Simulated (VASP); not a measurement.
# AlNi3Sb (P-6m2) in VASP: reference runs

Reference runs on AlNi3Sb: the cell as given and a disturbed copy.

Everything below comes from runs of VASP 6.6.1. Logs are shortened: lines on timing, memory, paths and dates and some standing lists are left out, and cuts for length are marked.

**1. The structure**

Symmetry: P-6m2, No. 187, hexagonal system. Conventional cell: a = 4.119 Å, b = 4.119 Å, c = 4.938 Å, α = 90.00°, β = 90.00°, γ = 120.00°. Around Sb (site symmetry -6m2) lie 9 Ni at 2.38 to 2.69 Å. Around Ni (site symmetry -6m2) lie 3 Sb at 2.38 Å and 2 Al at 2.47 Å and 6 Ni at 2.69 Å. Ni (site symmetry 3m) has 5 Ni at 2.41 to 2.69 Å and 3 Al at 2.67 Å and 3 Sb at 2.69 Å as nearest neighbours. Al (site symmetry -6m2) has 8 Ni at 2.47 to 2.67 Å as nearest neighbours.

The cell comes from a database or a generator and needn't be the stable form of this composition.

**2. Single point, PBE, collinear spin, ferromagnetic start**

Contents of INCAR:

```
  ALGO = Normal
  EDIFF = 1E-7
  ENCUT = 520
  GGA = PE
  ISIF = 2
  ISMEAR = -1
  ISPIN = 2
  LASPH = True
  LCHARG = False
  LMAXMIX = 4
  LORBIT = 11
  LREAL = False
  LWAVE = False
  MAGMOM = 0 1 1 1 0
  NBANDS = 31
  NELM = 120
  PREC = Accurate
  SIGMA = 0.05
```

Contents of KPOINTS:

```
k-points
0
Gamma
  8 8 6
```

Contents of POSCAR:

```
AlNi3Sb
1.0
    4.1190127879      0.0000000000      0.0000000000
   -2.0595063940      3.5671697129      0.0000000000
    0.0000000000      0.0000000000      4.9384560000
Sb Ni Al
1 3 1
Direct
    0.3333333333      0.6666666667      0.5000000000
    0.6666666667      0.3333333333      0.5000000000
    0.0000000000      0.0000000000      0.2442620000
    0.0000000000      0.0000000000      0.7557380000
    0.6666666667      0.3333333333      0.0000000000
```

Potentials or basis: VASP PAW PBE potentials, release 64 (Sb, Ni, Al).

The run is started by

```sh
> cat potpaw_PBE.64/Sb/POTCAR potpaw_PBE.64/Ni/POTCAR potpaw_PBE.64/Al/POTCAR > POTCAR
> mpirun -np 1 vasp_std > vasp.out
```

OUTCAR:

```text
EDIFF = 1E-7
   ENCUT = 520
   GGA = PE
   ISIF = 2
   ISMEAR = -1
   ISPIN = 2
   LASPH = True
   LORBIT = 11
   LREAL = False
   NELM = 120
   PREC = Accurate

 ion  position               nearest neighbor table
   1  0.333  0.667  0.500-   2 2.38   2 2.38   2 2.38   4 2.69   3 2.69   4 2.69   3 2.69   4 2.69
                             3 2.69   5 3.43   5 3.43   5 3.43   5 3.43   5 3.43   5 3.43
   2  0.667  0.333  0.500-   1 2.38   1 2.38   1 2.38   5 2.47   5 2.47   4 2.69   3 2.69   3 2.69
                             4 2.69   3 2.69   4 2.69
   3  0.000  0.000  0.244-   4 2.41   4 2.53   5 2.67   5 2.67   5 2.67   2 2.69   1 2.69   2 2.69
                             1 2.69   1 2.69   2 2.69
   4  0.000  0.000  0.756-   3 2.41   3 2.53   5 2.67   5 2.67   5 2.67   1 2.69   2 2.69   2 2.69
                             1 2.69   1 2.69   2 2.69
   5  0.667  0.333  0.000-   2 2.47   2 2.47   4 2.67   3 2.67   3 2.67   4 2.67   3 2.67   4 2.67
                             1 3.43   1 3.43   1 3.43   1 3.43   1 3.43   1 3.43

  LATTYP: Found a hexagonal cell.
 ALAT       =     4.1190127879
 C/A-ratio  =     1.1989416528

  Lattice vectors:

 A1 = (   4.1190127879,   0.0000000000,   0.0000000000)
 A2 = (  -2.0595063940,   3.5671697129,   0.0000000000)
 A3 = (   0.0000000000,   0.0000000000,   4.9384560000)

Analysis of symmetry for initial positions (statically):
=====================================================================
 Subroutine PRICEL returns:
 Original cell was already a primitive cell.

 Routine SETGRP: Setting up the symmetry group for a
 hexagonal supercell.

 Subroutine GETGRP returns: Found 12 space group operations
 (whereof 12 operations were pure point group operations)
 out of a pool of 24 trial point group operations.

The static configuration has the point symmetry D_3h.

Analysis of symmetry for dynamics (positions and initial velocities):
=====================================================================
 Subroutine PRICEL returns:
 Original cell was already a primitive cell.

 Routine SETGRP: Setting up the symmetry group for a
 hexagonal supercell.

 Subroutine GETGRP returns: Found 12 space group operations
 (whereof 12 operations were pure point group operations)
 out of a pool of 24 trial point group operations.

The dynamic configuration has the point symmetry D_3h.

Analysis of structural, dynamic, and magnetic symmetry:
=====================================================================
 Subroutine PRICEL returns:
 Original cell was already a primitive cell.

 Routine SETGRP: Setting up the symmetry group for a
 hexagonal supercell.

 Subroutine GETGRP returns: Found 12 space group operations
 (whereof 12 operations were pure point group operations)
 out of a pool of 24 trial point group operations.

The overall configuration has the point symmetry D_3h.

 Subroutine INISYM returns: Found 12 space group operations
 (whereof 12 operations are pure point group operations),
 and found     1 'primitive' translations

----------------------------------------------------------------------------------------

                                     Primitive cell

  volume of cell :      72.5618

  direct lattice vectors                    reciprocal lattice vectors
     4.119012788  0.000000000  0.000000000     0.242776619  0.140167147  0.000000000
    -2.059506394  3.567169713  0.000000000     0.000000000  0.280334293  0.000000000
     0.000000000  0.000000000  4.938456000     0.000000000  0.000000000  0.202492439

  length of vectors
     4.119012788  4.119012788  4.938456000     0.280334293  0.280334293  0.202492439

  position of ions in fractional coordinates (direct lattice)
     0.333333333  0.666666667  0.500000000
     0.666666667  0.333333333  0.500000000
     0.000000000  0.000000000  0.244262000
     0.000000000  0.000000000  0.755738000
     0.666666667  0.333333333  0.000000000

  ion indices of the primitive-cell ions
   primitive index   ion index
                 1           1
                 2           2
                 3           3
                 4           4
                 5           5
[... 32 lines left out ...]
  0.375000  0.000000  0.000000      6.000000
  0.500000  0.000000  0.000000      3.000000
  0.125000  0.125000  0.000000      6.000000
[... 16 lines left out ...]
  0.250000  0.000000  0.333333     12.000000
  0.375000  0.000000  0.333333     12.000000
 [... further k-points ...]
   k-points           NKPTS =     40   k-points in BZ     NKDIM =     40   number of bands    NBANDS=     31
   number of dos      NEDOS =    301   number of ions     NIONS =      5
   total plane-waves  NPLWV =  40960
   dimension x,y,z NGX =    32 NGY =   32 NGZ =   40
   dimension x,y,z NGXF=    64 NGYF=   64 NGZF=   80
   ions per type =               1   3   1
   NGX,Y,Z   is equivalent  to a cutoff of  12.92, 12.92, 13.47 a.u.
   NGXF,Y,Z  is equivalent  to a cutoff of  25.83, 25.83, 26.93 a.u.
 SYSTEM =  unknown system
   PREC   = accura    normal or accurate (medium, high low for compatibility)
   ISTART =      0    job   : 0-new  1-cont  2-samecut
   ICHARG =      2    charge: 1-file 2-atom 10-const
   ISPIN  =      2    spin polarized calculation?
   LNONCOLLINEAR =      F non collinear calculations
   LSORBIT =      F    spin-orbit coupling
   LASPH  =      T    aspherical Exc in radial PAW
   ENCUT  =  520.0 eV  38.22 Ry    6.18 a.u.   7.66  7.66  9.18*2*pi/ulx,y,z
   NELM   =    120;   NELMIN=  2; NELMDL= -5     # of ELM steps
   EDIFF  = 0.1E-06   stopping-criterion for ELM
   LREAL  =      F    real-space projection
   EDIFFG = 0.1E-05   stopping-criterion for IOM
   NSW    =      0    number of steps for IOM
   IBRION =     -1    ionic relax: 0-MD 1-quasi-New 2-CG
   NFREE  =      0    steps in history (QN), initial steepest desc. (CG)
   ISIF   =      2    stress and relaxation
   ISYM   =      2    0-nonsym 1-usesym 2-fastsym
   POTIM  = 0.5000    time-step for ionic-motion
   TEBEG  =    0.0;   TEEND  =   0.0 temperature during run
   PSTRESS=    0.0 pullay stress
   NELECT =      38.0000    total number of electrons
   NUPDOWN=      -1.0000    fix difference up-down
   EMIN   =  10.00;   EMAX   =-10.00  energy-range for DOS
   EFERMI =   0.00;   METHOD = LEGACY
   ISMEAR =    -1;   SIGMA  =   0.05  broadening in eV -4-tet -1-fermi 0-gaus
   EFERMI_NEDOS =   21; number of points for ismear=-14 and -15
   IALGO  =     38    algorithm
   IMIX   =      4    mixing-type and parameters
     AMIX     =   0.40;   BMIX     =  1.00
     AMIX_MAG =   1.60;   BMIX_MAG =  1.00
  volume/ion in A,a.u.               =      14.51        97.93
  Fermi-wavevector in a.u.,A,eV,Ry     =   1.319573  2.493631 23.691446  1.741272
  Thomas-Fermi vector in A             =   2.449461
   LORBIT       =     11    0 simple, 1 ext, 2 COOP (PROOUT), +10 PAW based schemes
   GGA     = PE    functional components
   LHFCALC =     F    Hartree Fock is set to
   AEXX    =    0.0000 exact exchange contribution
   IVDW    =     0    specifies the selected vdW correction
   LEPSILON=     F    determine dielectric tensor
   LRPA    =     F    only Hartree local field effects (RPA)
 spin polarized calculation
  energy-cutoff  :      520.00
  volume of cell :       72.56
 maximum number of plane-waves:      1986
 NGX is ok and might be reduce to    32
   NGX = 15   NGY = 15   NGZ = 19

 number of electron      38.0000008 magnetization      -0.0000214

 number of electron      38.0000008 magnetization       0.0000362

 Free energy of the ion-electron system (eV)
  ---------------------------------------------------
  ext. energy  EPLUGINS =         0.00000000
  ---------------------------------------------------
  free energy    TOTEN  =       -25.42446996 eV

  energy without entropy =      -25.40315590  energy(sigma->0) =      -25.41381293

 E-fermi :   9.1684     XC(G=0): -11.6760

 val. band max:        9.1272043322   @ k =   0.2500   0.2500   0.0000
 cond. band min:       9.1930486644   @ k =   0.2500   0.1250   0.5000
 fundamental gap:      0.0658443323
 Fermi energy:         9.1684416043

 spin component 1

 k-point     1 :       0.0000    0.0000    0.0000
  band No.  band energies     occupation
      1      -3.1163      1.00000
      2       3.7388      1.00000
      3       4.0770      1.00000
      4       4.5691      1.00000
      5       4.5691      1.00000
      6       6.1912      1.00000
[... 805 lines left out ...]
     30      19.7661      0.00000
     31      20.2090      0.00000

 [... further k-points ...]

 spin component 2

 k-point     1 :       0.0000    0.0000    0.0000
  band No.  band energies     occupation
      1      -3.1162      1.00000
      2       3.7388      1.00000
      3       4.0770      1.00000
      4       4.5691      1.00000
      5       4.5691      1.00000
      6       6.1912      1.00000
[... 805 lines left out ...]
     30      19.7661      0.00000
     31      20.2090      0.00000

 [... further k-points ...]

------------------------ aborting loop because EDIFF is reached ----------------------------------------

  FORCE on cell =-STRESS in cart. coord.  units (eV):
  Direction    XX          YY          ZZ          XY          YZ          ZX
  --------------------------------------------------------------------------------------
  -------------------------------------------------------------------------------------
  Total        0.6359621      0.6359621      0.6878549     -0.0000000      0.0000000     -0.0000000
  in kB       14.0421538     14.0421538     15.1879548     -0.0000000      0.0000000     -0.0000000
  external PRESSURE =      14.4240875 kB  Pullay stress =       0.0000000 kB

 VOLUME and BASIS-vectors are now :
 -----------------------------------------------------------------------------
  energy-cutoff  :      520.00
  volume of cell :       72.56
      direct lattice vectors                 reciprocal lattice vectors
     4.119012788  0.000000000  0.000000000     0.242776619  0.140167147  0.000000000
    -2.059506394  3.567169713  0.000000000     0.000000000  0.280334293  0.000000000
     0.000000000  0.000000000  4.938456000     0.000000000  0.000000000  0.202492439

 POSITION                                       TOTAL-FORCE (eV/Angst)
 -----------------------------------------------------------------------------------
     -0.00000      2.37811      2.46923        -0.000000     -0.000000      0.000000
      2.05951      1.18906      2.46923        -0.000000      0.000000      0.000000
      0.00000      0.00000      1.20628         0.000000      0.000000     -0.080370
      0.00000      0.00000      3.73218         0.000000      0.000000      0.080370
      2.05951      1.18906      0.00000         0.000000      0.000000      0.000000
 -----------------------------------------------------------------------------------
    total drift:                                0.000003     -0.000002      0.000000

  FREE ENERGIE OF THE ION-ELECTRON SYSTEM (eV)
  ---------------------------------------------------
  free  energy   TOTEN  =       -25.4244699554 eV

  energy  without entropy=      -25.4031558958  energy(sigma->0) =      -25.41381293

 total charge

# of ion       s       p       d       tot
------------------------------------------
    1        1.093   1.284   0.120   2.497
    2        0.484   0.592   8.540   9.616
    3        0.441   0.445   8.410   9.296
    4        0.441   0.445   8.410   9.296
    5        0.404   0.330   0.000   0.734
--------------------------------------------------
tot          2.863   3.095  25.481  31.439

 magnetization (x)

# of ion       s       p       d       tot
------------------------------------------
    1        0.000  -0.000   0.000   0.000
    2        0.000   0.000  -0.000  -0.000
    3        0.000   0.000   0.000   0.000
    4        0.000   0.000   0.000   0.000
    5       -0.000  -0.000   0.000  -0.000
--------------------------------------------------
tot          0.000   0.000   0.000   0.000
```

Run time: 3.3 min. Hardware: 1 thread of Intel Xeon Platinum 8488C (Sapphire Rapids), shared host; peak memory 0.31 GiB.

What came out:

| Quantity | Value |
| --- | --- |
| Free energy | -25.4245 eV |
| Pressure | 1.4 GPa |
| Largest force | 0.080 eV/Å |
| Band gap on the k mesh | none (metal or under the smearing width) |
| Net moment | 0.00 μB per cell |
| Valence electrons inside the program's atomic spheres | Sb 2.50; Ni 9.62, 9.30; Al 0.73 |

Forces in eV/Å, atoms in the order of the input:
```
Sb   0.000  0.000  0.000
Ni   0.000  0.000  0.000
Ni   0.000  0.000 -0.080
Ni   0.000  0.000  0.080
Al   0.000  0.000  0.000
```

The run has no spin-orbit coupling, so splittings on Sb are missing.

(Continued in part 2 of 2.)
